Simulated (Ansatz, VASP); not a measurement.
**AlInSb2 in two plane-wave programs**

Aim: how closely do two programs agree when they are given the same cell, functional and k mesh? The cell is taken from a series of runs on this material, whose earlier steps may have relaxed, scaled, displaced or heated it; both programs get it as it stands.

Program: Ansatz 0.2.0. Level of theory: plane waves, with VASP 6.6.1 beside it; relaxation of cell and atoms at PBEsol. Results are calculated unless marked as measured.

## Step 1: The structure

It takes space group P-4m2 (No. 115, tetragonal). The conventional cell has a = 4.478 Å, b = 4.478 Å, c = 6.331 Å, α = 90.00°, β = 90.00°, γ = 90.00°. Nearest to Al lie 4 Sb at 2.68 Å. In has 4 Sb at 2.80 Å nearest. Nearest to Sb lie 2 Al at 2.68 Å and 2 In at 2.80 Å. Farther neighbours are not listed.

Coordinates:

```
Al In Sb
1.0
     4.47755    0.00000    0.00000
     0.00000    4.47755    0.00000
     0.00000    0.00000    6.33071
Al In Sb
1 1 2
Direct
  0.00000 0.00000 0.00000
  0.50000 0.50000 0.50000
  0.00000 0.50000 0.23349
  0.50000 0.00000 0.76651
```

## Step 2: VASP: relaxation of cell and atoms, PBEsol

The relaxed volume is the usual yardstick between codes: in a stiff, nearly cubic crystal its relative difference is about their pressure difference at one cell divided by the bulk modulus.

Lines of VASP's logs that name or quote its potential files are left out, and so is its time.

Contents of INCAR:

```
SYSTEM = AlInSb2
PREC = Accurate
ENCUT = 500
EDIFF = 1E-07
NELM = 120
ISMEAR = 0
SIGMA = 0.01
LREAL = .FALSE.
ALGO = Normal
GGA = PS
NBANDS = 19
LORBIT = 11
LWAVE = .FALSE.
LCHARG = .FALSE.
ISIF = 3
IBRION = 2
NSW = 80
EDIFFG = -0.005
LASPH = .TRUE.
GGA_COMPAT = .FALSE.
NELMIN = 4
EFERMI = MIDGAP
KPAR = 2
```

Contents of POSCAR:

```
AlInSb2
1.0
    4.4775490000      0.0000000000      0.0000000000
    0.0000000000      4.4775490000      0.0000000000
    0.0000000000      0.0000000000      6.3307050000
Al In Sb
1 1 2
Direct
    0.0000000000      0.0000000000      0.0000000000
    0.5000001117      0.5000001117      0.4999999210
    0.0000000000      0.5000001117      0.2334932681
    0.5000001117      0.0000000000      0.7665065739
```

Contents of KPOINTS:

```
Automatic mesh
0
Gamma
8 8 6
0 0 0
```

PAW data sets: Al, In_d and Sb (PBE family, release 64).

Launch:

```console
> mpirun -np 2 vasp_std
```

Numbers of over 12 decimals in the logs are rounded to 6 here.

The program printed:

```text
[banner, memory and clock lines left out]
running    2 mpi-ranks, on    1 nodes
 distrk:  each k-point on    1 cores,    2 groups
 distr:  one band on    1 cores,    1 groups

 POSCAR found type information on POSCAR AlInSb
 POSCAR found :  3 types and       4 ions
|                                                                             |
|               ----> ADVICE to this user running VASP <----                  |
|                                                                             |
|     You enforced a specific xc type in the INCAR file but a different       |
|     [... a line on the potential file left out ...]
|     I HOPE YOU KNOW WHAT YOU ARE DOING!                                     |
|                                                                             |

 LDA part: xc-table for (Slater+PW92), standard interpolation
 POSCAR, INCAR and KPOINTS ok, starting setup
 FFT: planning ... GRIDC
 FFT: planning ... GRID_SOFT
 FFT: planning ... GRID
 WAVECAR not read
 entering main loop
       N       E                     dE             d eps       ncg     rms          rms(c)
DAV:   1     0.158563435630E+03    0.15856E+03   -0.10109E+04  2280   0.119E+03
DAV:   2    -0.361934798359E+01   -0.16218E+03   -0.15806E+03  2447   0.276E+02
DAV:   3    -0.164302653861E+02   -0.12811E+02   -0.12691E+02  2928   0.850E+01
DAV:   4    -0.167998824182E+02   -0.36962E+00   -0.36917E+00  2776   0.166E+01
DAV:   5    -0.168160644676E+02   -0.16182E-01   -0.16181E-01  3326   0.328E+00    0.530E+00
DAV:   6    -0.165949117620E+02    0.22115E+00   -0.34011E-01  3107   0.757E+00    0.312E+00
DAV:   7    -0.165407491706E+02    0.54163E-01   -0.19844E-01  2938   0.344E+00    0.757E-01
DAV:   8    -0.165390420545E+02    0.17071E-02   -0.17995E-02  3096   0.154E+00    0.485E-01
DAV:   9    -0.165396150189E+02   -0.57296E-03   -0.18607E-03  2593   0.314E-01    0.845E-02
DAV:  10    -0.165396971124E+02   -0.82094E-04   -0.12765E-04  2962   0.951E-02    0.539E-02
DAV:  11    -0.165397224968E+02   -0.25384E-04   -0.25534E-05  2644   0.364E-02    0.126E-02
DAV:  12    -0.165397301477E+02   -0.76510E-05   -0.65335E-06  2563   0.130E-02    0.706E-03
DAV:  13    -0.165397305891E+02   -0.44132E-06   -0.12165E-06  2716   0.588E-03    0.323E-03
DAV:  14    -0.165397305516E+02    0.37487E-07   -0.67300E-08  2250   0.252E-03
   1 F= -.16539731E+02 E0= -.16539731E+02  d E =-.165397E+02
[...]
2 F= -.16539914E+02 E0= -.16539914E+02  d E =-.183399E-03
[...]
3 F= -.16539932E+02 E0= -.16539932E+02  d E =-.201673E-03
[...]
4 F= -.16539954E+02 E0= -.16539954E+02  d E =-.222124E-04
 trial-energy change:   -0.000022  1 .order   -0.000022   -0.000029   -0.000015
 step:   2.0462(harm=  2.0462)  dis= 0.00177  next Energy=   -16.539963 (dE=-0.307E-04)
 bond charge predicted
       N       E                     dE             d eps       ncg     rms          rms(c)
DAV:   1    -0.165399633221E+02   -0.89402E-05   -0.58425E-04  2372   0.183E-01    0.140E-02
DAV:   2    -0.165399637976E+02   -0.47547E-06   -0.33313E-05  2802   0.492E-02    0.483E-03
DAV:   3    -0.165399634556E+02    0.34190E-06   -0.14115E-06  3153   0.126E-02    0.243E-03
DAV:   4    -0.165399635162E+02   -0.60596E-07   -0.10554E-07  1608   0.240E-03
   5 F= -.16539964E+02 E0= -.16539964E+02  d E =-.312915E-04
 curvature:  -1.07 expect dE=-0.835E-07 dE for cont linesearch -0.706E-10
 trial: gam= 0.01184 g(F)=  0.657E-09 g(S)=  0.772E-07 ort =-0.455E-07 (trialstep = 0.117E+01)
 search vector abs. value=  0.813E-07
 reached required accuracy - stopping structural energy minimisation
```

From OUTCAR (step 2):

```text
ion  position               nearest neighbor table
   1  0.000  0.000  0.000-   3 2.68   4 2.68   3 2.68   4 2.68
   2  0.500  0.500  0.500-   3 2.80   4 2.80   3 2.80   4 2.80
   3  0.000  0.500  0.233-   1 2.68   1 2.68   2 2.80   2 2.80
   4  0.500  0.000  0.767-   1 2.68   1 2.68   2 2.80   2 2.80

  LATTYP: Found a simple tetragonal cell.
 ALAT       =     4.4775490000
 C/A-ratio  =     1.4138773244

 Subroutine GETGRP returns: Found  8 space group operations
 (whereof  8 operations were pure point group operations)

The static configuration has the point symmetry D_2d.

 Found     60 irreducible k-points:

   k-points           NKPTS =     60   k-points in BZ     NKDIM =     60   number of bands    NBANDS=     19

   dimension x,y,z NGX =    36 NGY =   36 NGZ =   48
   dimension x,y,z NGXF=    72 NGYF=   72 NGZF=   96

   ENCUT  =  500.0 eV  36.75 Ry    6.06 a.u.   8.16  8.16 11.54*2*pi/ulx,y,z

   NELECT =      26.0000    total number of electrons

 k-points in reciprocal lattice and weights: Automatic mesh
   0.00000000  0.00000000  0.00000000       0.003
   0.12500000  0.00000000  0.00000000       0.010
   0.25000000  0.00000000  0.00000000       0.010
   0.37500000  0.00000000  0.00000000       0.010
   0.50000000  0.00000000  0.00000000       0.005
   0.12500000  0.12500000  0.00000000       0.010
   0.25000000  0.12500000  0.00000000       0.021
   0.37500000  0.12500000  0.00000000       0.021
   0.50000000  0.12500000  0.00000000       0.010
[...]
0.50000000  0.37500000  0.50000000       0.010
   0.50000000  0.50000000  0.50000000       0.003

 average (electrostatic) potential at core
       1 -75.6848       2 -96.1900       3 -87.1002       4 -87.1002

 E-fermi :   4.9900

 k-point     1 :       0.0000    0.0000    0.0000
  band No.  band energies     occupation
    ...
      9       2.4617      2.00000
     10       2.4617      2.00000
     11       4.5666      2.00000
     12       4.7483      2.00000
     13       4.7483      2.00000
     14       5.2317      0.00000
     15       6.0236      0.00000
     16       6.0691      0.00000
     17       7.7431      0.00000
     18       7.7431      0.00000
    ...

 k-point     2 :       0.1250    0.0000    0.0000
  band No.  band energies     occupation
    ...
      9       2.0380      2.00000
     10       2.5482      2.00000
     11       3.5160      2.00000
     12       4.3254      2.00000
     13       4.6959      2.00000
     14       6.0306      0.00000
     15       6.1789      0.00000
     16       6.7598      0.00000
     17       7.8109      0.00000
     18       7.8344      0.00000
    ...

 k-point     3 :       0.2500    0.0000    0.0000
  band No.  band energies     occupation
    ...
      9       1.4950      2.00000
     10       2.1467      2.00000
     11       2.7958      2.00000
     12       3.5842      2.00000
     13       4.5173      2.00000
     14       6.2245      0.00000
     15       6.7278      0.00000
     16       7.9959      0.00000
     17       8.1109      0.00000
     18       8.5526      0.00000
    ...

  Total        0.0004570      0.0004570      0.0024460      0.0000000      0.0000000      0.0000000
  in kB        0.0057516      0.0057516      0.0307843      0.0000000      0.0000000      0.0000000
  external PRESSURE =       0.0140958 kB  Pullay stress =       0.0000000 kB

  energy-cutoff  :      500.00
  volume of cell :      127.30
      direct lattice vectors                 reciprocal lattice vectors
     4.482381110  0.000000000  0.000000000     0.223095711  0.000000000 -0.000000000
     0.000000000  4.482381110  0.000000000     0.000000000  0.223095711  0.000000000
     0.000000000  0.000000000  6.336103514     0.000000000  0.000000000  0.157825704

 POSITION                                       TOTAL-FORCE (eV/Angst)
 -----------------------------------------------------------------------------------
      0.00000      0.00000      0.00000        -0.000000      0.000000      0.000000
      2.24119      2.24119      3.16805         0.000000      0.000000      0.000000
      0.00000      2.24119      1.48208        -0.000000      0.000000      0.000083
      2.24119      0.00000      4.85402        -0.000000      0.000000     -0.000083
 -----------------------------------------------------------------------------------
    total drift:                               -0.000326     -0.000326      0.000375

  FREE ENERGIE OF THE ION-ELECTRON SYSTEM (eV)
  ---------------------------------------------------
  free  energy   TOTEN  =       -16.5399635162 eV

  energy  without entropy=      -16.5399635162  energy(sigma->0) =      -16.53996352

 reached required accuracy - stopping structural energy minimisation

 total charge
# of ion       s       p       d       tot
------------------------------------------
    1        0.417   0.340   0.000   0.757
    2        0.868   0.724   9.865  11.457
    3        1.126   1.364   0.021   2.512
    4        1.126   1.364   0.021   2.512
--------------------------------------------------
tot          3.538   3.793   9.907  17.238

[... 3 further parts left out ...]
```

CONTCAR:

```
AlInSb2
   1.00000000000000
     4.4823811100100253    0.0000000000000000    0.0000000000000000
     0.0000000000000000    4.4823811100100253    0.0000000000000000
     0.0000000000000000    0.0000000000000000    6.3361035144199818
  Al              In              Sb
     1     1     2
Direct
     0.0000000000000000    0.0000000000000000    0.0000000000000000
     0.5000001116999968    0.5000001116999968    0.4999999209999970
     0.0000000000000000    0.5000001116999968    0.2339099486566733
     0.5000001116999968    0.0000000000000000    0.7660898933433279
```

The run keeps the 8 symmetry operations of its start, so it cannot find a distortion of lower symmetry.

(Continued in part 2 of 2.)

[Lines on the potential files, build, host, timing and source positions are cut from VASP's logs without a mark.]

[Logs are printed without paths, hosts, clocks, repeated set-up lines and the standing remarks that a program may print on its own settings, such as how far it seeks lower states.]

[Hosts, paths, dates, database ids (printed as entryN), source tags and the programs' standing remarks are cut or masked in the printed files.]
